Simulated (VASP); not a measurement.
Level of theory: PBE GGA with D4 dispersion, VASP's PBE PAW potentials (set 64) (plane waves; VASP).

A VASP calculation is set up with these files.

INCAR:
```
! general
SYSTEM   =  CsBr
PREC     =  Accurate
ENCUT    =  520
LREAL    =  .FALSE.   ! projection in real space or not
LASPH    =  .TRUE.   ! aspherical one-centre terms

! electronic loop
EDIFF    =  1E-6
NELM     =  100   ! most electronic steps
ALGO     =  Normal
LMAXMIX  =  4   ! l cut-off of mixed one-centre charges

! smearing
ISMEAR   =  0   ! Gaussian
SIGMA    =  0.05   ! width (eV)

! functional
GGA      =  PE   ! PBE
IVDW     =  13   ! D4

! ions
IBRION   =  2
NSW      =  60   ! most ionic steps
ISIF     =  3
EDIFFG   =  -0.01   ! ionic stop

! output
LWAVE    =  .FALSE.
LCHARG   =  .FALSE.
```

File KPOINTS:
```
Automatic mesh
0
G
  6 6 6
```

**POSCAR**
```
CsBr
1.0
  4.2900000000   0.0000000000   0.0000000000
  0.0000000000   4.2900000000   0.0000000000
  0.0000000000   0.0000000000   4.2900000000
Cs Br
1 1
Cart
  0.0000000000   0.0000000000   0.0000000000
  2.1450000000   2.1450000000   2.1450000000
```

POTCAR, in this order: Cs_sv Br (PBE.64 set). Program: vasp_std.

What will the output report for the number of irreducible k-points (NKPTS), largest plane-wave count, number of space-group operations, FFT grid (NGX, NGY, NGZ)?

| Property | Value |
|---|---|
| number of irreducible k-points (NKPTS) | 20 |
| largest plane-wave count | 2176 |
| number of space-group operations | 48 |
| FFT grid (NGX, NGY, NGZ) | 32 × 32 × 32 |

The compound is CsBr in the CsCl type structure. This run relaxes it. Symmetry was kept, so distortions that lower it aren't found.
